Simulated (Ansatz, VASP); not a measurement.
**SnSe2 (1T-SnSe2 bilayer, AA) in two plane-wave programs**

One calculation is typed for both programs; each brings its own data sets. How far apart do they land? The structure shown is the start of the Ansatz relaxation below; VASP solves that cell, so the two are compared at the walk's first step.

Main program and level: Ansatz 0.2.0; plane waves, with VASP 6.6.1 beside it; single point at PBE with D3(BJ).

**1. Set-up**

The cell holds 6 atoms: 4 Se and 2 Sn. Its edges and angles: a = 3.870 Å, b = 3.870 Å, c = 45.621 Å, α = 90.0°, β = 90.0°, γ = 120.0°. Vacuum lies along c.

**2. Ansatz: relaxation, PBE with D3(BJ)**

Ansatz runs on its default PAW (the set named soft_2) files.

The two programs are compared at the cell with which this relaxation starts, whose forces are those of its first step.

File input.yaml:

```yaml
crystal:
  lattice:
    - [3.87, 0.0, 0.0]
    - [-1.935, 3.3515183126, 0.0]
    - [0.0, 0.0, 45.6209780866]
  atoms:
    - { symbol: Se, position: [0.6666666667, 0.3333333333, 0.4197630301] }
    - { symbol: Sn, position: [0.0, 0.0, 0.4428937162] }
    - { symbol: Se, position: [0.3333333333, 0.6666666667, 0.4660244022] }
    - { symbol: Se, position: [0.6666666667, 0.3333333333, 0.5339755978] }
    - { symbol: Sn, position: [0.0, 0.0, 0.5571062838] }
    - { symbol: Se, position: [0.3333333333, 0.6666666667, 0.5802369699] }
  periodic: [true, true, false]
kpoints:
  mp_grid: { grid: [12, 12, 1] }
hamiltonian:
  xc: pbe
  dispersion: d3bj
scf:
  occupations: { method: fermi_dirac, width: 0.05 }
  convergence: { dr2_threshold: 1.0e-09 }
relax:
  f_tol: 0.004
  max_steps: 90
  cell: {}
output:
  write_potential: true
  write_density: true
  volumetric_format: npy
```

The run is started by

```sh
$ ansatz run input.yaml --threads 4 --pin off --max-ram 8192MiB --backend cpu --events-out ev --progress --plain --runs-dir out
```

Numbers of over 12 decimals in the logs are rounded to 6 here.

Output:

```text
Warning: relax.cell: scf.convergence.dr2_threshold = 1e-9 eV is looser than the 1.99989145901e-10 eV advised for a relaxation that steers and ends on the stress (1e-10 eV for each atom of the cell: 6, times the square of relax.cell.stress_2d_tol = 0.05 N/m over 17.3 Å (the atoms' height at the walk's start and 5 Å past either face), 2.887e-2 GPa, over a crystal's default 0.05). What an SCF threshold leaves in a stress goes as its square root, and in the free energy as the threshold itself, and one threshold admits the most on a small cell: [figures from the program's tests cut] Set scf.convergence.dr2_threshold to 1.99989145901e-10 eV or tighter. [rest of the remark cut]
Engine: ansatz 0.2.0, x86_64-unknown-linux-gnu
Pseudopotentials: kind: paw
Pseudopotential: Se, paw, valence charge 16, recommended cutoff 420 eV (normal), Se.paw.azcp
Pseudopotential: Sn, paw, valence charge 14, recommended cutoff 420 eV (normal), Sn.paw.azcp
Functional definition: PBE
  parameter kappa = 0.804
  parameter beta = 0.066725
  exchange = pbe_x(kappa = kappa, mu = beta*pi^2/3)
  correlation = pbe_c(beta = beta)
Crystal: 6 atoms, lattice volume = 591.721 Å³
Basis set: ecut = 420 eV, 11673 PW (Γ), exchange–correlation on 54×54×640 points (8 copies of the dense FFT grid, shifted against one another)
Bands: 56, of which v1, the nominal top of the filled ones, is band 46 counted from 1 (45 counted from 0)
Symmetry: 12 space group operations
Space group: P-3m1 (ITA 164), of the structure as read, at distance tolerance 8.4e-5 Å
k-points: 19 of 144
Non-local potential: Se, projectors of the file, l = 0: 2, l = 1: 2, l = 2: 3, l = 3: 1
Non-local potential: Sn, projectors of the file, l = 0: 2, l = 1: 2, l = 2: 2, l = 3: 2
PAW form: soft (Blöchl's): semilocal exchange-correlation on the pseudo side does not see the compensation charge
PAW one-centre angular grid: Se, 590 points (default); XC on 64 Gauss nodes
PAW one-centre angular grid: Sn, 590 points (default); XC on 64 Gauss nodes
Initial density: superposition of atomic densities (neutral atoms: chi_scale 0, normalization atom), corrected by the library's trained network
Initial wavefunctions: pseudopotential atomic-orbital guess
Functional: x = pbe(κ = 0.804, μ = 0.219515), c = pbe(β = 0.066725)
SCF iter   1: F=—  HF=-33922.988709 eV  |F-HF|=—  |Δ(HF+E_count)|=         —  Δρ=1.99e-3  dr2=6.33e-2  ethr=1.77e-3  ⟨swp⟩=14.5  Hψ=6514  notcnv=0  defer=21
preconditioner: auto → LDOS  [insulator: Δε(μ)=0.368 eV  Ē_g=17.060 eV  σ=0.050 eV  W_gap=0.87  n_scr=94 (ndim 8)  ℏωp=11.0 eV  f_vac=0.760  D(μ)=0.07/eV (n_scr^D=2)  ε∞_Penn≈1.4  β→1.0]
SCF iter   2: F=—  HF=-33923.006903 eV  |F-HF|=—  |Δ(HF+E_count)|=   1.82e-2  Δρ=2.11e-3  dr2=1.60e-1  ethr=6.88e-5  ⟨swp⟩=5.2  Hψ=3178  notcnv=0  defer=67
preconditioner: auto → Resta (q_TF=auto, 2.001 Å⁻¹)  ε∞=1.4  [insulator: Δε(μ)=0.389 eV  Ē_g=17.052 eV  σ=0.050 eV  W_gap=0.90  n_scr=94 (ndim 8)  ℏωp=11.0 eV  f_vac=0.761  D(μ)=0.05/eV (n_scr^D=0)  ε∞_Penn≈1.4  vacuum switching on, ρ_ref=2.1e-2 e/Å³  β→0.5]
SCF iter   3: F=—  HF=-33922.975219 eV  |F-HF|=—  |Δ(HF+E_count)|=   3.17e-2  Δρ=3.74e-4  dr2=3.34e-3  ethr=6.88e-5  ⟨swp⟩=4.1  Hψ=2067  notcnv=0  defer=67
SCF iter   4: F=—  HF=-33922.975028 eV  |F-HF|=—  |Δ(HF+E_count)|=   1.92e-4  Δρ=1.75e-4  dr2=2.64e-4  ethr=3.64e-6  ⟨swp⟩=3.4  Hψ=1861  notcnv=0  defer=67
SCF iter   5: F=—  HF=-33922.975101 eV  |F-HF|=—  |Δ(HF+E_count)|=   7.37e-5  Δρ=6.23e-5  dr2=1.57e-5  ethr=2.87e-7  ⟨swp⟩=3.5  Hψ=1954  notcnv=0  defer=67
SCF iter   6: F=—  HF=-33922.975113 eV  |F-HF|=—  |Δ(HF+E_count)|=   1.20e-5  Δρ=1.56e-5  dr2=1.22e-6  ethr=1.70e-8  ⟨swp⟩=3.2  Hψ=2180  notcnv=0  defer=67
SCF iter   7: F=—  HF=-33922.975168 eV  |F-HF|=—  |Δ(HF+E_count)|=   5.48e-5  Δρ=3.73e-6  dr2=8.42e-8  ethr=1.33e-9  ⟨swp⟩=3.3  Hψ=2143  notcnv=0  defer=67
SCF iter   8: F=—  HF=-33922.975168 eV  |F-HF|=—  |Δ(HF+E_count)|=   6.82e-8  Δρ=1.72e-6  dr2=2.13e-8  ethr=9.15e-11  ⟨swp⟩=3.2  Hψ=2253  notcnv=0  defer=67
SCF iter   9: F=—  HF=-33922.975168 eV  |F-HF|=—  |Δ(HF+E_count)|=   8.99e-9  Δρ=4.60e-7  dr2=1.31e-9  ethr=2.31e-11  ⟨swp⟩=3.6  Hψ=2355  notcnv=0  defer=67
SCF iter  10: F=-33922.975168 eV  HF=-33922.975168 eV  |F-HF|=2.04e-10  |Δ(HF+E_count)|=   1.38e-9  Δρ=1.29e-7  dr2=9.08e-11  ethr=1.09e-12  ⟨swp⟩=12.4  Hψ=7896  notcnv=0
SCF 1 converged in 10 iterations: F = -33922.975168 eV  dr2 = 9.08e-11
[...]
Crystal: 6 atoms, lattice volume = 580.987 Å³
[...]
preconditioner: auto → Resta (q_TF=auto, 2.007 Å⁻¹)  ε∞=1.8  [insulator: Δε(μ)=0.657 eV  Ē_g=9.727 eV  σ=0.050 eV  W_gap=1.00  n_scr=82 (ndim 8)  ℏωp=8.7 eV  f_vac=0.723  D(μ)=0.01/eV (n_scr^D=0)  ε∞_Penn≈1.8  vacuum switching on, ρ_ref=6.9e-3 e/Å³]
[...]
SCF iter   4: F=—  HF=-33928.549417 eV  |F-HF|=—  |Δ(HF+E_count)|=   3.77e-6  Δρ=3.38e-6  dr2=5.68e-8  ethr=1.29e-8  ⟨swp⟩=2.2  Hψ=1376  notcnv=0
SCF iter   5: F=—  HF=-33928.549461 eV  |F-HF|=—  |Δ(HF+E_count)|=   4.46e-5  Δρ=1.16e-6  dr2=1.38e-8  ethr=6.17e-11  ⟨swp⟩=4.3  Hψ=2258  notcnv=0
SCF iter   6: F=-33928.549461 eV  HF=-33928.549461 eV  |F-HF|=1.30e-9  |Δ(HF+E_count)|=   4.21e-9  Δρ=2.87e-7  dr2=4.65e-10  ethr=1.09e-12  ⟨swp⟩=9.4  Hψ=7485  notcnv=0
SCF 8 converged in 6 iterations: F = -33928.549461 eV  dr2 = 4.65e-10
relax step   8: F+E_penalty+E_count = -33928.54946135 eV  Δ(F+E_penalty+E_count) = -2.704e-5 eV  max|allowed force component| = 1.623e-3 eV/Å  Δτ_max = 0.0024 Å  P = -0.011 N/m  Ω = 580.987 Å³  energy of the carried Pulay correction = +1.128e-3 eV  fix = [c, alpha, beta]  reactions: c -0.000 N/m  (6 SCF iters, accepted)
Initial wavefunctions: pseudopotential atomic-orbital guess (no wavefunctions were taken with the density)
iter 1 solved again at ethr=5.18e-7 eV; its pass at ethr=3.10e-3 eV (dr2=4.76e-4 eV) is discarded
SCF iter   1: F=—  HF=-33928.548852 eV  |F-HF|=—  |Δ(HF+E_count)|=         —  Δρ=9.00e-6  dr2=1.01e-7  ethr=5.18e-7  ⟨swp⟩=5.8  Hψ=9590  notcnv=0
eigensolver tolerance schedule: the retry pair's looser diagonalisation over-reported the residual by 4698.75 of it (diagonalisation noise at 3.65 of the residual, at the tolerance the schedule requests for it); recorded, not acted on — ethr = c·dr2/N_el stays at c = 1.0e-1
SCF iter   2: F=—  HF=-33928.548874 eV  |F-HF|=—  |Δ(HF+E_count)|=   2.20e-5  Δρ=4.69e-6  dr2=4.81e-8  ethr=1.10e-10  ⟨swp⟩=5.1  Hψ=3409  notcnv=0
SCF iter   3: F=—  HF=-33928.548874 eV  |F-HF|=—  |Δ(HF+E_count)|=   4.19e-8  Δρ=2.15e-6  dr2=1.17e-8  ethr=5.23e-11  ⟨swp⟩=2.8  Hψ=1646  notcnv=0
SCF iter   4: F=—  HF=-33928.548874 eV  |F-HF|=—  |Δ(HF+E_count)|=   1.15e-8  Δρ=6.90e-7  dr2=7.53e-9  ethr=1.27e-11  ⟨swp⟩=2.9  Hψ=1578  notcnv=0
SCF iter   5: F=—  HF=-33928.548874 eV  |F-HF|=—  |Δ(HF+E_count)|=  7.06e-10  Δρ=4.66e-7  dr2=7.70e-9  ethr=8.18e-12  ⟨swp⟩=2.5  Hψ=1322  notcnv=0
SCF iter   6: F=-33928.548874 eV  HF=-33928.548874 eV  |F-HF|=7.35e-10  |Δ(HF+E_count)|=  4.87e-10  Δρ=1.61e-7  dr2=8.27e-10  ethr=1.09e-12  ⟨swp⟩=12.9  Hψ=7751  notcnv=0
SCF 9 converged in 6 iterations: F = -33928.548874 eV  dr2 = 8.27e-10
relax step   9: F+E_penalty+E_count = -33928.54887433 eV  Δ(F+E_penalty+E_count) = +5.870e-4 eV  max|allowed force component| = 1.821e-3 eV/Å  Δτ_max = 0.0000 Å  P = -0.047 N/m  Ω = 580.987 Å³  fix = [c, alpha, beta]  reactions: c -0.000 N/m  stress off target by 4.73e-2 N/m on what of the cell is left free  SCF on the basis re-selected at this cell (its energy is not comparable with the rows above)  (6 SCF iters)
basis re-selected at this cell: Δ(F+E_penalty+E_count) = +5.870e-4 eV, ΔP = -0.037 N/m vs the last step (what re-selecting the basis moved, of the pressure what is left beyond the Pulay correction that the steps carried, after the strain that the cell walked since its last selection, with what the two solves' SCF thresholds leave and, on support functions, any second-order correction that the steps lacked; it is no m [...]
SCF converged after 6 iterations
Free energy (F): -33928.548874 eV
Harris-Foulkes:  -33928.548874 eV  (|F-HF|=7.35e-10)
Internal energy: -33928.548757 eV  (E = F + TS)
E sigma→0 (E₀):  -33928.548816 eV
Entropy (-TS):   -0.000118 eV (-0.020 meV/atom)
Fermi energy:    -5.574238 eV
--- Per-component energies (eV) ---
  E_band       = -3001.109786
  E_kinetic    = 848.156492
  E_local      = -468257.176514  (includes V_loc(G=0)·N_el)
  E_nonlocal   = -2444.745680
  E_hartree    = 233641.995371
  E_xc         = -1178.876563
  E_vxc        = -581.553295  (∫ρ·V_xc dr)
  E_paw        = -15927.426683  (= ΣΔE_a)
  E_vpaw       = 150.231170  (= ΣTr[D̂ρ^β])
  E_aug_tail   = -0.002421  (compensation charges beyond the density's cutoff)
  E_ewald      = 219391.365295
  E_disp       = -1.838053  (pairwise vdW)
  E_smearing   = -0.000118  (= −TS)
  E_closure    = 0.000000  (closes the sum)
  Σ components = -33928.548874   (vs F -33928.548874, Δ=0.00e0)
--- Forces (eV/Å), atoms counted from 1 ---
  atom   1  Se     0.00000000    -0.00000000    -0.00093640
  atom   2  Sn    -0.00000000     0.00000000    -0.00022851
  atom   3  Se    -0.00000000     0.00000000     0.00182055
  atom   4  Se    -0.00000000    -0.00000000    -0.00182055
  atom   5  Sn     0.00000000    -0.00000000     0.00022851
  atom   6  Se    -0.00000000     0.00000000     0.00093640
  max |Σ_I F_I| component: 8.10e-18 eV/Å
--- 2D stress c σ (N/m, compression-positive) ---
       -0.047347       0.000000       0.000000
       -0.000000      -0.047347      -0.000000
        0.000000      -0.000000      -0.000000
  P = ½ c Tr σ = -0.0473 N/m
--- Band table (eV; the first three rows and the last of 19) ---
  k-point 0: bands = [... 42 lower, -6.1574, -6.1574, -6.0382, -6.0382, -4.6735, -3.7886, -2.9089, -2.7978, ... 6 higher]
  k-point 1: bands = [... 42 lower, -6.4315, -6.2605, -6.1086, -5.9652, -4.1750, -3.6612, -2.4899, -2.3979, ... 6 higher]
  k-point 2: bands = [... 42 lower, -7.0788, -6.2253, -6.1383, -5.9402, -3.9310, -3.6327, -2.2097, -1.8405, ... 6 higher]
  k-point 18: bands = [... 42 lower, -7.2738, -7.2738, -6.4872, -6.4872, -4.6056, -3.8656, -1.1573, -1.1573, ... 6 higher]
  the weakly bound empty levels are not read free of the cell's end (no_gap_told)
--- Relaxed structure (8 steps of the walk, 8 accepted, 1 SCFs on fresh bases) ---
  F+E_penalty+E_count = -33928.54887433 eV   max|allowed force component| = 1.821e-3 eV/Å   (the final SCF, on the basis selected at the relaxed cell)
  cell:  # Å, volume = 580.9872 Å³
    - [3.834738, 0, 0]
    - [-1.917369, 3.320980, 0]
    - [0, 0, 45.6209780866]
  atoms:
    - { symbol: Se, position: [0.666667, 0.333333, 0.399346] }
    - { symbol: Sn, position: [-2.157897179932052e-18, -4.3157943598641035e-18, 0.434326] }
    - { symbol: Se, position: [0.333333, 0.666667, 0.469332] }
    - { symbol: Se, position: [0.666667, 0.333333, 0.530668] }
    - { symbol: Sn, position: [2.1578971799320518e-18, 4.3157943598641035e-18, 0.565674] }
    - { symbol: Se, position: [0.333333, 0.666667, 0.600654] }
```

**3. VASP: single point, PBE with D3(BJ), start cell**

The same cell, functional, mesh and smearing now go to VASP, with its own data sets.

Lines of VASP's logs that name or quote its potential files are left out, and so is its time.

File INCAR:

```
SYSTEM = SnSe2
PREC = Accurate
ENCUT = 400
EDIFF = 1E-06
NELM = 120
ISMEAR = -1
SIGMA = 0.05
LREAL = .FALSE.
ALGO = Normal
GGA = PE
IVDW = 12
NBANDS = 32
LORBIT = 11
LWAVE = .FALSE.
LCHARG = .FALSE.
ISIF = 2
LDIPOL = .TRUE.
IDIPOL = 3
DIPOL = 0.5 0.5 0.5
LVHAR = .TRUE.
LASPH = .TRUE.
GGA_COMPAT = .FALSE.
EFERMI = MIDGAP
NELMDL = -8
KPAR = 2
```

File POSCAR:

```
SnSe2
1.0
    3.8700000000      0.0000000000      0.0000000000
   -1.9350000000      3.3515180000      0.0000000000
    0.0000000000      0.0000000000     45.6209780000
Se Sn
4 2
Direct
    0.6666667164      0.3333334328      0.4197630309
    0.3333334328      0.6666668656      0.4660244022
    0.6666667164      0.3333334328      0.5339755978
    0.3333334328      0.6666668656      0.5802369691
    0.0000000000      0.0000000000      0.4428937275
    0.0000000000      0.0000000000      0.5571062944
```

File KPOINTS:

```
Automatic mesh
0
Gamma
12 12 1
0 0 0
```

The projector-augmented-wave data sets are Se and Sn_d (PBE family, release 64).

The run is started by

```sh
$ mpirun -np 2 vasp_std
```

Output:

```text
[banner, memory and clock lines left out]
running    2 mpi-ranks, on    1 nodes
 distrk:  each k-point on    1 cores,    2 groups
 distr:  one band on    1 cores,    1 groups

 POSCAR found type information on POSCAR SeSn
 POSCAR found :  2 types and       6 ions
 LDA part: xc-table for (Slater+PW92), standard interpolation
 POSCAR, INCAR and KPOINTS ok, starting setup
 FFT: planning ... GRIDC
 FFT: planning ... GRID_SOFT
 FFT: planning ... GRID
 WAVECAR not read
 entering main loop
       N       E                     dE             d eps       ncg     rms          rms(c)
DAV:   1     0.402765409546E+03    0.40277E+03   -0.19520E+04  1528   0.107E+03
DAV:   2     0.329478566010E+02   -0.36982E+03   -0.36409E+03  1632   0.263E+02
DAV:   3    -0.169407911713E+02   -0.49889E+02   -0.49400E+02  1480   0.121E+02
DAV:   4    -0.187742973962E+02   -0.18335E+01   -0.18277E+01  1520   0.269E+01
DAV:   5    -0.188297588312E+02   -0.55461E-01   -0.55443E-01  1680   0.441E+00
DAV:   6    -0.188316330065E+02   -0.18742E-02   -0.18741E-02  1688   0.809E-01
DAV:   7    -0.188317112925E+02   -0.78286E-04   -0.78285E-04  1872   0.143E-01
DAV:   8    -0.188317124087E+02   -0.11163E-05   -0.11165E-05  1648   0.177E-02    0.106E+01
DAV:   9    -0.180122088244E+02    0.81950E+00   -0.12801E+00  1640   0.116E+01    0.662E+00
DAV:  10    -0.179032784164E+02    0.10893E+00   -0.10828E+00  1808   0.658E+00    0.110E+00
DAV:  11    -0.178775264143E+02    0.25752E-01   -0.21005E-01  1608   0.473E+00    0.362E-01
DAV:  12    -0.178781236519E+02   -0.59724E-03   -0.95276E-03  1696   0.794E-01    0.158E-01
DAV:  13    -0.178780627174E+02    0.60934E-04   -0.15519E-03  1680   0.463E-01    0.103E-01
DAV:  14    -0.178781937843E+02   -0.13107E-03   -0.33733E-04  1504   0.122E-01    0.411E-02
[...]
DAV:  19    -0.178783871256E+02   -0.40875E-04   -0.31772E-06  1192   0.561E-03    0.612E-03
DAV:  20    -0.178783994351E+02   -0.12310E-04   -0.60622E-07  1056   0.307E-03    0.468E-03
DAV:  21    -0.178784077321E+02   -0.82969E-05   -0.56464E-07  1016   0.407E-03    0.716E-04
DAV:  22    -0.178784113470E+02   -0.36149E-05   -0.12409E-07  1048   0.278E-03    0.449E-04
DAV:  23    -0.178784140818E+02   -0.27348E-05   -0.39952E-08  1032   0.136E-03    0.348E-04
DAV:  24    -0.178784157761E+02   -0.16943E-05   -0.20525E-08  1024   0.995E-04    0.484E-04
DAV:  25    -0.178784170851E+02   -0.13091E-05   -0.23098E-08  1000   0.111E-03    0.306E-04
DAV:  26    -0.178784173810E+02   -0.29588E-06   -0.66666E-09  1032   0.579E-04
   1 F= -.19894840E+02 E0= -.19894375E+02  d E =-.929778E-03
```

(Continued in part 2 of 2.)

[Lines on the potential files, build, host, timing and source positions are cut from VASP's logs without a mark.]

[Logs are printed without paths, hosts, clocks, repeated set-up lines and the standing remarks that a program may print on its own settings, such as how far it seeks lower states.]

[Hosts, paths, dates, database ids (printed as entryN), source tags and the programs' standing remarks are cut or masked in the printed files.]
